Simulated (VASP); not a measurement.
## A VASP study of BN (LDA): structure first, properties next

What structure and properties does LDA give BN, and how near are they to the measured ones? The steps: relaxing cell and atoms (LDA), second relaxation, density, ELF and potential (LDA), bands along the symmetry lines (LDA), total and projected DOS (LDA), zone-centre phonons (LDA), dielectric tensor and Born charges (LDA) and independent-particle dielectric function (LDA). The start is a cell from a database of measured crystal structures.

Method: LDA; plane waves and PAW (B, N), in VASP 6.6.1.

Experimental background.

For BN, hexagonal layered, AA' stacking (commercial high-purity powder, 300 K), “Anisotropic thermo-mechanical response of layered hexagonal boron nitride and black phosphorus: application as a simultaneous pressure and temperature sensor” (2023, arxiv:2307.07533) gives, by synchrotron powder XRD, Le Bail: lattice constant a (a at 300 K) 2.5069 ± 0.0002 Å [300 K value from polynomial fit to temperature-dependent data]; lattice constant c (c at 300 K) 6.6706 ± 0.0007 Å [300 K value from linear fit to temperature-dependent data].

“Low frequency Raman spectroscopy of few-atomic-layer thick hBN crystals” (2017, arxiv:1705.01298) reports for BN, hexagonal (hBN), by micro-Raman, 514.5 nm (HPHT-grown single crystal, 300 K): Raman mode (E2g low-frequency interlayer shear mode) 52.5 cm⁻¹; Raman mode (E2g high-frequency in-plane mode) 1366 cm⁻¹.

Most raw output is cut from this account.

The database entry behind the starting cell differs from later determinations by our own check (about 0.3 % short, minor phase), so it need not match the best structure at ambient conditions.

## Step 1: The structure

Before any relaxation, the start is as follows. It takes space group P6_3/mmc (No. 194, hexagonal). Conventional cell: a = 2.498 Å, b = 2.498 Å, c = 6.636 Å, α = 90.00°, β = 90.00°, γ = 120.00°. B has 3 N at 1.44 Å nearest. N has 3 B at 1.44 Å nearest. Farther neighbours and most contacts between anions are not listed.

Structure file:

```cif
data_structure
_symmetry_space_group_name_H-M 'P 1'
_symmetry_Int_Tables_number 1
_cell_length_a 2.4982
_cell_length_b 2.4982
_cell_length_c 6.6357
_cell_angle_alpha 90.000
_cell_angle_beta 90.000
_cell_angle_gamma 120.000
_cell_volume 35.87
loop_
_atom_site_label
_atom_site_type_symbol
_atom_site_fract_x
_atom_site_fract_y
_atom_site_fract_z
_atom_site_occupancy
B1 B 0.33333 0.66667 0.25000 1
B2 B 0.66667 0.33333 0.75000 1
N3 N 0.33333 0.66667 0.75000 1
N4 N 0.66667 0.33333 0.25000 1
```

## Step 2: Relaxing cell and atoms (LDA)

The start need not lie at this functional's minimum. ISIF = 3 frees volume, shape and positions, and EDIFFG sets the threshold on forces and stress at which the search stops. LDA, the lowest rung, knows the local density alone.

The input, INCAR:

```
SYSTEM = BN
PREC = Accurate
ENCUT = 520
EDIFF = 1E-06
NELM = 100
ISMEAR = 0
SIGMA = 0.05
LREAL = .FALSE.
ALGO = Normal
GGA = CA
NBANDS = 14
LORBIT = 11
LWAVE = .FALSE.
LCHARG = .FALSE.
KPAR = 4
IBRION = 2
NSW = 60
ISIF = 3
EDIFFG = -0.01
```

The input, POSCAR:

```
BN
1.0
    2.4982400000      0.0000000000      0.0000000000
   -1.2491200000      2.1635393048      0.0000000000
    0.0000000000      0.0000000000      6.6357000000
B N
2 2
Direct
    0.3333333333      0.6666666667      0.2500000000
    0.6666666667      0.3333333333      0.7500000000
    0.3333333333      0.6666666667      0.7500000000
    0.6666666667      0.3333333333      0.2500000000
```

The input, KPOINTS:

```
Automatic mesh
0
Gamma
9 9 3
0 0 0
```

The projector-augmented-wave data sets are B and N (LDA family, release 64).

Started as:

```console
$ mpirun -np 4 vasp_std
```

Run time: 7.2 s. Hardware: 4 MPI ranks of Intel Xeon 6975P-C (Granite Rapids), shared host; peak memory 0.52 GiB; 26 s of CPU time.

The gap is read on the k-mesh alone, so it is an upper bound where the band edges lie off the mesh, and a coarse mesh can show a gap where there is none. The bonds form layers, held to each other by dispersion, which LDA lacks; its overbinding stands in for it by accident. The run keeps the 24 symmetry operations of its start, so it cannot find a distortion of lower symmetry.

Step by step:

| step | energy less that of the first step (eV) | largest force (eV/Å) | pressure (GPa) | volume (Å³) |
| --- | --- | --- | --- | --- |
| 1 | 0.0000 | 0.0000 | -2.50 | 35.87 |
| 2 | 0.0066 | 0.0000 | 4.43 | 35.14 |
| 3 | -0.0025 | 0.0000 | -0.19 | 35.62 |
| 4 | -0.0025 | 0.0000 | -0.15 | 35.61 |
| 5 | -0.0027 | 0.0000 | -0.12 | 35.56 |
| 6 | -0.0033 | 0.0000 | -0.10 | 35.38 |
| 7 | -0.0042 | 0.0000 | -0.04 | 35.03 |
| 8 | -0.0041 | 0.0000 | 0.12 | 34.34 |
| 9 | -0.0045 | 0.0000 | 0.02 | 34.74 |

| conventional cell, symmetrised | before | after | change |
| --- | --- | --- | --- |
| a (Å) | 2.498 | 2.491 | -0.3 % |
| b (Å) | 2.498 | 2.491 | -0.3 % |
| c (Å) | 6.636 | 6.466 | -2.6 % |
| volume (Å³/atom) | 8.97 | 8.68 | -3.1 % |

The relaxed structure:

```xyz
4
Lattice="2.4906 0.0000 0.0000 -1.2453 2.1569 0.0000 0.0000 0.0000 6.4664" Properties=species:S:1:pos:R:3 pbc="T T T"
B     0.0000    1.4379    1.6166
B     1.2453    0.7190    4.8498
N     0.0000    1.4379    4.8498
N     1.2453    0.7190    1.6166
```

A gap read on the k-mesh alone can miss the band edges.

This step gave:

```
electrons                              : 16
bands                                  : 14
irreducible k-points                   : 24
symmetry operations                    : 24
free energy (TOTEN)                    : -38.58 eV
Fermi energy                           : 2.664 eV
pressure                               : 0.01681 GPa
metallic, judged on the points sampled : no
valence top at k                       : 0.3333, 0.3333, 0.3333
conduction bottom at k                 : 0.4444, 0.1111, 0
least direct gap at k                  : 0.4444, 0.1111, 0
SCF cycles over all ionic steps        : 58
gap on the k-mesh                      : 4.234 eV
least direct gap on the k-mesh         : 4.461 eV
```

It ends with forces that vanish by symmetry and a pressure of 0.02 GPa. The volume lies -3.1 % from that of the database's start, part of which can be the thermal and zero-point expansion of its experiment. LDA is known to overbind.

## Step 3: Second relaxation

A relaxation keeps the plane waves of the cell it began with, so it is repeated from the new cell, on a basis made for it.

INCAR is that of step 2.

The input, POSCAR:

```
BN
1.0
    2.4905852083      0.0000000000      0.0000000000
   -1.2452926041      2.1569100607      0.0000000000
    0.0000000000      0.0000000000      6.4663671138
B N
2 2
Direct
    0.3333333333      0.6666666667      0.2500000000
    0.6666666667      0.3333333333      0.7500000000
    0.3333333333      0.6666666667      0.7500000000
    0.6666666667      0.3333333333      0.2500000000
```

KPOINTS is that of step 2.

Started as:

```console
$ mpirun -np 4 vasp_std
```

The job ended after 2.2 s (4 MPI ranks; peak memory 0.48 GiB; 5.6 s of CPU time).

Little changed from the start: no atom moved by 0.005 Å and no cell edge by 0.1 %.

Numbers from this step:

```yaml
pressure: 0.001794 GPa
scf_cycles_over_all_ionic_steps: 12
gap_on_the_k_mesh: 4.233 eV
```

It ends with forces that vanish by symmetry and a pressure of 0.00 GPa. The volume moved by under 0.01 %: the run met its threshold at the first step.

## Step 4: Density, ELF and potential (LDA)

A single point on the relaxed cell gives a clean self-consistent state, with density, ELF and potential written out.

Edit INCAR of step 3 so:

```diff
@@ -13,7 +13,5 @@
 LWAVE = .FALSE.
-LCHARG = .FALSE.
-KPAR = 4
-IBRION = 2
-NSW = 60
-ISIF = 3
-EDIFFG = -0.01
+LCHARG = .TRUE.
+ISIF = 2
+LELF = .TRUE.
+LVHAR = .TRUE.
```

POSCAR is that of step 3.

KPOINTS is that of step 3.

Started as:

```console
$ mpirun -np 4 vasp_std
```

Wall time 2.4 s (4 MPI ranks); peak memory 0.42 GiB; 6.7 s of CPU time.

This step gave:

* SCF cycles: 12
* bands: 16
* Fermi energy: 2.621 eV
* pressure: -0.005394 GPa

Valence electrons inside each PAW sphere by angular momentum. Sphere charges, by row:

| atom | s (e) | p (e) | d (e) | tot (e) |
| --- | --- | --- | --- | --- |
| B1 | 0.747 | 1.459 | 0 | 2.206 |
| B2 | 0.747 | 1.459 | 0 | 2.206 |
| N3 | 1.216 | 2.781 | 0 | 3.997 |
| N4 | 1.216 | 2.781 | 0 | 3.997 |

Electrostatic potential energy in the ac plane at fractional y = 0.333, with atoms of B and N within 0.2 Å of it. With pseudopotentials it is smooth inside the atoms' cores, unlike the true potential.

Values in eV, 24 rows by 13 columns, each cell a mean:
```
  5   5   6   5   5   5   5   5   4   4   4   5   5
  5   5   5   5   5   4   3   3   2   2   2   3   4
  3   4   4   4   3   2   0  -2  -4  -4  -3  -1   1
  0   1   1   1   0  -2  -8 -18 -24 -25 -21 -11  -3
 -4  -3  -3  -4  -4  -8 -22 -30 -24 -23 -29 -27 -12
 -6  -6  -7  -8  -6 -14 -29 -24  -2   2 -18 -31 -19
 -4  -4  -5  -5  -5 -10 -26 -29 -17 -14 -26 -29 -15
 -1   0   0   0  -1  -3 -12 -24 -29 -29 -26 -16  -5
  2   3   3   3   3   1  -1  -4  -7  -7  -5  -1   1
  4   5   5   5   4   4   3   2   1   1   1   2   3
  5   5   5   5   5   5   5   4   4   4   4   4   5
  5   6   5   6   5   5   5   5   5   5   5   5   5
  5   5   5   5   5   5   6   5   5   5   5   6   5
  5   4   4   4   4   5   5   5   5   5   5   5   5
  3   2   2   2   3   3   2   2   1   0   1   2   3
  0   0  -1  -1   0   0  -2 -10 -20 -21 -14  -4  -1
 -4  -5  -7  -6  -5  -6 -22 -42 -44 -43 -44 -30  -8
 -6  -8 -11 -10  -8 -10 -34 -44 -41 -38 -44 -43 -15
 -5  -6  -9  -8  -6  -7 -27 -42 -43 -42 -43 -35 -10
 -1  -1  -2  -2  -1  -2  -6 -20 -31 -32 -24 -10  -2
  2   2   1   1   2   2   1  -1  -3  -3  -1   1   2
  4   4   4   4   4   4   5   4   4   4   4   5   4
  5   5   5   5   5   5   5   5   6   6   5   5   5
  5   5   5   5   5   5   5   5   5   5   5   5   5
```
Columns run along a (2.5 Å; values clipped at the 3rd and 97th percentile), rows up along c (6.5 Å). Atoms in or near the plane, at fractional coordinates: B at (0.67, 0.75), N at (0.67, 0.25).

Valence density in the ac plane at fractional y = 0.333, with atoms of B and N within 0.2 Å of it. It is the smooth field of the valence electrons, not physical close to the nuclei.

Ten even steps from '0' (0.0 e/Å³) to '9' (3.7 e/Å³), each cell a mean:
```
0000000000000
0000000000000
0000000000000
1111111110111
2222222111112
2222222211122
2222222111122
1111111111111
0000000000000
0000000000000
0000000000000
0000000000000
0000000000000
0000000000000
0000000111110
1000012344321
2111124788753
2111236999974
2111135899863
1000112455432
0000001122110
0000000000000
0000000000000
0000000000000
```
Columns run along a (2.5 Å), rows up along c (6.5 Å). Atoms in or near the plane, at fractional coordinates: B at (0.67, 0.75), N at (0.67, 0.25).

ELF in the ac plane at fractional y = 0.333, with atoms of B and N within 0.2 Å of it. It is the smooth field of the valence electrons, not physical close to the nuclei.

Values, 24 rows by 13 columns, each cell a mean:
```
0.07 0.07 0.08 0.07 0.07 0.07 0.06 0.06 0.06 0.06 0.06 0.06 0.06
0.23 0.24 0.25 0.25 0.24 0.22 0.20 0.18 0.17 0.16 0.17 0.19 0.21
0.45 0.46 0.45 0.46 0.46 0.44 0.40 0.33 0.27 0.25 0.30 0.37 0.43
0.64 0.62 0.60 0.61 0.63 0.63 0.55 0.37 0.21 0.18 0.29 0.49 0.62
0.73 0.69 0.66 0.67 0.72 0.72 0.61 0.33 0.10 0.06 0.20 0.52 0.71
0.77 0.72 0.67 0.69 0.75 0.76 0.62 0.29 0.04 0.01 0.13 0.53 0.75
0.75 0.70 0.66 0.68 0.73 0.74 0.61 0.31 0.07 0.04 0.17 0.53 0.73
0.68 0.65 0.62 0.63 0.67 0.66 0.57 0.36 0.17 0.14 0.26 0.51 0.66
0.50 0.50 0.49 0.50 0.50 0.49 0.44 0.36 0.27 0.26 0.31 0.41 0.48
0.30 0.31 0.32 0.31 0.31 0.29 0.26 0.23 0.21 0.20 0.22 0.25 0.27
0.10 0.11 0.11 0.11 0.10 0.10 0.09 0.08 0.08 0.08 0.08 0.08 0.09
0.03 0.02 0.02 0.02 0.03 0.03 0.03 0.04 0.04 0.04 0.04 0.03 0.03
0.06 0.04 0.03 0.04 0.05 0.08 0.11 0.15 0.17 0.18 0.16 0.13 0.09
0.24 0.14 0.11 0.12 0.20 0.32 0.43 0.51 0.55 0.55 0.52 0.46 0.36
0.46 0.29 0.20 0.24 0.40 0.58 0.68 0.72 0.74 0.75 0.73 0.69 0.61
0.62 0.41 0.27 0.34 0.56 0.73 0.79 0.79 0.78 0.77 0.78 0.79 0.75
0.74 0.51 0.31 0.41 0.68 0.82 0.81 0.70 0.50 0.46 0.63 0.79 0.82
0.77 0.53 0.32 0.43 0.72 0.83 0.80 0.56 0.22 0.15 0.44 0.76 0.83
0.75 0.52 0.32 0.42 0.69 0.82 0.81 0.65 0.40 0.35 0.57 0.78 0.83
0.66 0.44 0.29 0.37 0.60 0.76 0.80 0.78 0.74 0.73 0.77 0.80 0.78
0.52 0.33 0.23 0.28 0.46 0.63 0.72 0.76 0.77 0.77 0.76 0.73 0.67
0.29 0.18 0.13 0.15 0.25 0.39 0.50 0.58 0.61 0.61 0.59 0.53 0.43
0.09 0.06 0.05 0.05 0.08 0.13 0.19 0.24 0.27 0.28 0.25 0.21 0.15
0.03 0.02 0.02 0.02 0.03 0.03 0.04 0.05 0.06 0.06 0.05 0.04 0.03
```
Columns run along a (2.5 Å), rows up along c (6.5 Å). Atoms in or near the plane, at fractional coordinates: B at (0.67, 0.75), N at (0.67, 0.25).

In this run the pressure is -0.01 GPa, small enough to go on; single stress components reach 0.08 GPa.

## Step 5: Bands along the symmetry lines (LDA)

Levels along the symmetry lines show where the bands peak and cross; KPOINTS_OPT computes them in the converged potential.

The input, INCAR:

```
SYSTEM = BN
PREC = Accurate
ENCUT = 520
EDIFF = 1E-06
NELM = 100
ISMEAR = 0
SIGMA = 0.05
LREAL = .FALSE.
ALGO = Normal
GGA = CA
NBANDS = 22
LORBIT = 11
LWAVE = .FALSE.
LCHARG = .FALSE.
KPAR = 4
```

POSCAR is that of step 4.

KPOINTS is that of step 4.

The input, KPOINTS_OPT:

```
Line mode
16
Line-mode
Reciprocal
  0.00000000   0.00000000   0.00000000 GAMMA
  0.50000000   0.00000000   0.00000000 M

  0.50000000   0.00000000   0.00000000 M
  0.33333333   0.33333333   0.00000000 K

  0.33333333   0.33333333   0.00000000 K
  0.00000000   0.00000000   0.00000000 GAMMA

  0.00000000   0.00000000   0.00000000 GAMMA
  0.00000000   0.00000000   0.50000000 A

  0.00000000   0.00000000   0.50000000 A
  0.50000000   0.00000000   0.50000000 L

  0.50000000   0.00000000   0.50000000 L
  0.33333333   0.33333333   0.50000000 H

  0.33333333   0.33333333   0.50000000 H
  0.00000000   0.00000000   0.50000000 A

  0.50000000   0.00000000   0.50000000 L
  0.50000000   0.00000000   0.00000000 M

  0.33333333   0.33333333   0.00000000 K
  0.33333333   0.33333333   0.50000000 H
```

Started as:

```console
$ mpirun -np 4 vasp_std
```

Run time: 7 s. Hardware: 4 MPI ranks; peak memory 0.59 GiB; 25 s of CPU time.

This step gave:

| Quantity | Value |
| --- | --- |
| SCF cycles | 13 |
| bands | 22 |
| Fermi energy | 2.711 eV |
| pressure | 0.007641 GPa |
| least gap on mesh and path | 4.023 eV |
| least direct gap on mesh and path | 4.447 eV |
| valence top at k | 0.3111, 0.3111, 0 |
| conduction bottom at k | 0.5, 0, 0 |
| least direct gap at k | 0.5, 0, 0 |

Electronic bands along the path, in eV, zero at the valence-band top; v1 is the highest filled band, c1 the lowest empty one:

| point | v4 | v3 | v2 | v1 | c1 | c2 | c3 | c4 |
| --- | --- | --- | --- | --- | --- | --- | --- | --- |
| Γ | -1.36 | -1.36 | -1.32 | -1.32 | 5.09 | 10.38 | 11.51 | 11.51 |
| 0.47 of the way | -4.68 | -2.88 | -2.81 | -2.80 | 6.71 | 9.05 | 9.62 | 10.70 |
| M | -4.23 | -4.14 | -1.62 | -0.42 | 4.02 | 5.64 | 9.60 | 10.05 |
| 0.47 of the way | -5.42 | -5.32 | -1.22 | -0.20 | 4.28 | 5.48 | 11.06 | 11.82 |
| K | -7.10 | -7.10 | -0.16 | -0.16 | 4.78 | 4.78 | 10.29 | 13.12 |
| 0.47 of the way | -4.26 | -4.19 | -4.08 | -1.94 | 7.88 | 7.90 | 8.11 | 12.29 |
| Γ | -1.36 | -1.36 | -1.32 | -1.32 | 5.09 | 10.38 | 11.51 | 11.51 |
| 0.53 of the way | -1.36 | -1.36 | -1.32 | -1.32 | 5.97 | 9.43 | 11.54 | 11.54 |
| A | -1.34 | -1.34 | -1.34 | -1.34 | 7.67 | 7.67 | 11.59 | 11.59 |
| 0.53 of the way | -3.66 | -3.66 | -3.13 | -3.13 | 8.00 | 8.00 | 10.25 | 10.25 |
| L | -4.19 | -4.19 | -0.99 | -0.99 | 4.54 | 4.54 | 10.05 | 10.05 |
| 0.47 of the way | -5.37 | -5.37 | -0.66 | -0.66 | 4.61 | 4.61 | 11.78 | 11.78 |
| H | -7.11 | -7.11 | -0.04 | -0.04 | 4.48 | 4.48 | 11.60 | 11.60 |
| 0.47 of the way | -4.24 | -4.24 | -3.09 | -3.09 | 7.64 | 7.64 | 11.00 | 11.00 |
| A | -1.34 | -1.34 | -1.34 | -1.34 | 7.67 | 7.67 | 11.59 | 11.59 |
| jump to L | -4.19 | -4.19 | -0.99 | -0.99 | 4.54 | 4.54 | 10.05 | 10.05 |
| 0.47 of the way | -4.21 | -4.16 | -1.41 | -0.60 | 4.13 | 5.21 | 9.83 | 10.07 |
| M | -4.23 | -4.14 | -1.62 | -0.42 | 4.02 | 5.64 | 9.60 | 10.05 |
| jump to K | -7.10 | -7.10 | -0.16 | -0.16 | 4.78 | 4.78 | 10.29 | 13.12 |
| 0.53 of the way | -7.11 | -7.11 | -0.10 | -0.10 | 4.61 | 4.61 | 10.68 | 12.83 |
| H | -7.11 | -7.11 | -0.04 | -0.04 | 4.48 | 4.48 | 11.60 | 11.60 |

Of the projections kept (B, N), the largest for each band there, as a share of the weight inside these atoms' spheres; weight between the spheres isn't counted:

| point | v4 | v3 | v2 | v1 | c1 | c2 | c3 | c4 |
| --- | --- | --- | --- | --- | --- | --- | --- | --- |
| Γ | N 0.69 | N 0.69 | N 0.69 | N 0.69 | N 1.00 | N 0.96 | B 0.82 | B 0.82 |
| M | N 0.59 | N 0.59 | N 0.81 | N 0.93 | B 0.99 | B 0.70 | B 0.51 | B 0.72 |
| K | B 0.52 | B 0.52 | N 0.98 | N 0.98 | B 0.93 | B 0.93 | - | N 0.80 |
| Γ | N 0.69 | N 0.69 | N 0.69 | N 0.69 | N 1.00 | N 0.96 | B 0.82 | B 0.82 |
| A | N 0.69 | N 0.69 | N 0.69 | N 0.69 | N 0.97 | N 0.97 | B 0.82 | B 0.82 |
| L | N 0.59 | N 0.59 | N 0.86 | N 0.86 | B 0.85 | B 0.85 | B 0.66 | B 0.66 |

The path lowers the gap by 0.21 eV against the mesh alone, so a band edge lies off the mesh.

The path shows an indirect gap of 4.02 eV (valence top between K and Γ, conduction bottom at M). The least direct gap is 4.45 eV.

## Step 6: Total and projected DOS (LDA)

Here the states are counted by energy and projected on the atoms. The mesh is finer than in the run before.

Edit INCAR of step 5 so:

```diff
@@ -5,3 +5,3 @@
 NELM = 100
-ISMEAR = 0
+ISMEAR = -5
 SIGMA = 0.05
@@ -15 +15,2 @@
 KPAR = 4
+NEDOS = 2001
```

POSCAR is that of step 5.

The input, KPOINTS:

```
Automatic mesh
0
Gamma
13 13 5
0 0 0
```

Started as:

```console
$ mpirun -np 4 vasp_std
```

Wall time 5.4 s (4 MPI ranks); peak memory 0.59 GiB.

This step gave:

- irreducible k-points: 63
- Fermi energy: 2.503 eV
- pressure: 0.006462 GPa
- valence top at k: 0.3077, 0.3077, 0
- conduction bottom at k: 0.4615, 0.07692, 0
- least direct gap at k: 0.4615, 0.07692, 0
- gap on the k-mesh: 4.080 eV
- least direct gap on the k-mesh: 4.454 eV

The density of states has structure finer than the step of the table below, so its rows give means over 1 eV, whole bins alone (the curve runs from -12.0 to 12.1 eV). Peaks (eV: height): total -8.2: 2.33, -4.2: 2.86, -2.7: 2.59, 11.8: 3.87; N p -8.2: 0.927, -4.2: 1.37, -3.4: 1.02, -2.7: 1.32; B p -4.2: 0.846, 11.4: 0.798, 11.6: 0.784, 11.8: 0.947; B s -8.8: 0.373, -8.5: 0.427, -6.9: 0.574, 11.8: 0.235; N s 8.7: 0.116, 10.5: 0.149, 11.3: 0.144, 11.8: 0.182.

States under -12.0 eV and over 12.1 eV are left out. Density of states against energy, zero at the valence-band top; means over each step; values in states/eV/cell:

| energy (eV) | total | N p | B p | B s | N s |
| --- | --- | --- | --- | --- | --- |
| -10 | 0 | 0 | 0 | 0 | 0 |
| -9 | 0.478 | 0.185 | 0.0465 | 0.139 | 0.00663 |
| -8 | 1.36 | 0.540 | 0.233 | 0.274 | 0.0392 |
| -7 | 0.815 | 0.335 | 0.124 | 0.179 | 0.0380 |
| -6 | 1.19 | 0.493 | 0.233 | 0.179 | 0.0338 |
| -5 | 1.52 | 0.672 | 0.382 | 0.123 | 0.0271 |
| -4 | 2.09 | 0.994 | 0.593 | 0.0670 | 0.0204 |
| -3 | 1.66 | 0.800 | 0.404 | 0.0257 | 0.00972 |
| -2 | 1.50 | 0.759 | 0.302 | 0.00764 | 0.00421 |
| -1 | 1.09 | 0.562 | 0.1000 | 8.0e-4 | 5.7e-4 |
| 0 | 0.374 | 0.218 | 0.0125 | 2.2e-4 | 5.8e-5 |
| 1 | 0 | 0 | 0 | 0 | 0 |
| 2 | 0 | 0 | 0 | 0 | 0 |
| 3 | 0 | 0 | 0 | 0 | 0 |
| 4 | 0.183 | 0.00483 | 0.0786 | 0 | 2.6e-4 |
| 5 | 1.07 | 0.0856 | 0.457 | 0 | 0.00339 |
| 6 | 0.892 | 0.142 | 0.277 | 1.5e-4 | 0.0174 |
| 7 | 0.934 | 0.184 | 0.175 | 5.1e-4 | 0.0381 |
| 8 | 0.476 | 0.141 | 0.0732 | 5.4e-4 | 0.0144 |
| 9 | 0.776 | 0.195 | 0.0918 | 0.00975 | 0.0412 |
| 10 | 1.13 | 0.130 | 0.153 | 0.103 | 0.101 |
| 11 | 1.61 | 0.128 | 0.333 | 0.123 | 0.121 |

The gap on this mesh is 4.08 eV, over the 4.02 eV of the band run, since this mesh misses a band edge. In the top eV of the valence band the largest shares in the PAW spheres are N p 55 % and B p 5 %; in the lowest eV of the conduction band, B p 45 %. The rest lies in smaller channels or between the spheres.

(Continued in part 2 of 2.)

[Lines on the potential files, build, host, timing and source positions are cut from VASP's logs without a mark.]

[Logs are printed without paths, hosts, clocks, repeated set-up lines and the standing remarks that a program may print on its own settings, such as how far it seeks lower states.]

[Hosts, paths, dates, database ids (printed as entryN), source tags and the programs' standing remarks are cut or masked in the printed files.]

[A measured line is paired with the nearest computed mode of its activity, which favours agreement.]

[In band tables of VASP the shares of atoms and orbitals are scaled to a sum of 1 inside the atoms' spheres.]
